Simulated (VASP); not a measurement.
Given:

```xyz
2
Lattice="0.0000 2.7294 2.7294 2.7294 0.0000 2.7294 2.7294 2.7294 0.0000" Properties=species:S:1:pos:R:3 pbc="T T T"
Zn     0.0000     0.0000     0.0000
S      1.3647     1.3647     1.3647
```

The numbers are results of optB86b-vdW, VASP's PBE PAW potentials (set 64) (plane waves; VASP 6.6.1), not measurements. Run with 520 eV cut-off, 8×8×8 Γ-centred mesh, Gaussian smearing of 0.050 eV, potentials Zn S.

Estimate the energy per atom (σ→0), pressure, band gap (on the k-mesh) with the smallest direct gap where there is one.

| Quantity | Result |
|---|---|
| band gap (on the k-mesh) | 1.91 eV |
| smallest direct gap (on the k-mesh) | 1.91 eV |
| energy per atom (σ→0) | -1.191 eV/atom |
| pressure | -2.02 GPa |

The compound is ZnS in the zinc blende structure. This cell is one point of a volume scan, at 1.03 of the reference volume.
